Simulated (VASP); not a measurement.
CdHgS2: electric field gradients with LDA

CdHgS2:

```
CELL_PARAMETERS angstrom
4.05183 0.00000 0.00000
-2.02592 3.50899 0.00000
0.00000 0.00000 7.63005
ATOMIC_POSITIONS crystal
Cd 0.00000 0.00000 0.00000
Hg 0.66667 0.33333 0.50000
S 0.66667 0.33333 0.80688
S 0.66667 0.33333 0.19312
```

The cell was built by a generator and needn't be a form met in nature.

```
Program                : VASP 6.6.1
Task                   : electric field gradients
Functional             : LDA
Potentials or basis    : VASP PAW LDA potentials, release 64 (Cd_GW, Hg_sv_GW, S_GW)
Cutoff                 : 550 eV
k mesh                 : 8 × 8 × 4
Occupations            : fermi-dirac, width 0.05 eV
Spin                   : no spin polarisation
Further INCAR settings : ALGO = Fast; EDIFF = 1e-08
```

| Property | Result |
| --- | --- |
| Pressure | -4.5 GPa |
| Largest force | 0.013 eV/Å |
| Band gap on the k mesh | none (metal or under the smearing width) |

Forces in eV/Å, atoms in the order of the input:
```
Cd   0.000  0.000  0.000
Hg   0.000  0.000  0.000
S    0.000  0.000 -0.013
S    0.000  0.000  0.013
```

Stress tensor (GPa, compression positive):
```
-3.71  0.00  0.00
 0.00 -3.71  0.00
 0.00  0.00 -5.97
```

Levels at points of the mesh, in eV from the Fermi level:
```csv
k point,band 19,band 20,band 21,band 22,band 23,band 24,band 25,band 26
"(0.00, 0.00, 0.00)",-1.10,-1.10,-0.19,-0.11,-0.11,2.49,4.28,6.17
"(0.50, 0.00, 0.00)",-2.13,-2.02,-1.16,-0.26,0.67,1.55,3.47,5.27
"(0.50, 0.50, 0.00)",-2.13,-2.02,-1.16,-0.26,0.67,1.55,3.47,5.09
"(0.00, 0.00, 0.50)",-0.73,-0.73,-0.58,-0.58,1.32,3.25,5.02,6.44
"(0.50, 0.00, 0.50)",-3.40,-2.83,-1.65,-0.80,1.93,2.70,4.31,4.67
"(0.50, 0.50, 0.50)",-3.40,-2.83,-1.65,-0.80,1.93,2.70,4.30,4.67
```

Electric field gradients, principal values (V/Å²):
```
atom      Vxx      Vyy       Vzz
1 Cd    7.544    7.559   -15.103
2 Hg  380.701  380.872  -761.573
 3 S  -74.253  -74.257   148.510
 4 S  -74.253  -74.257   148.510
```

Wall time 5.7 min on 1 thread of AMD EPYC 9R45 96-Core Processor (Zen 5), on a shared host, peak memory 0.4 GiB.

The run has no spin-orbit coupling, so splittings on Hg are missing.
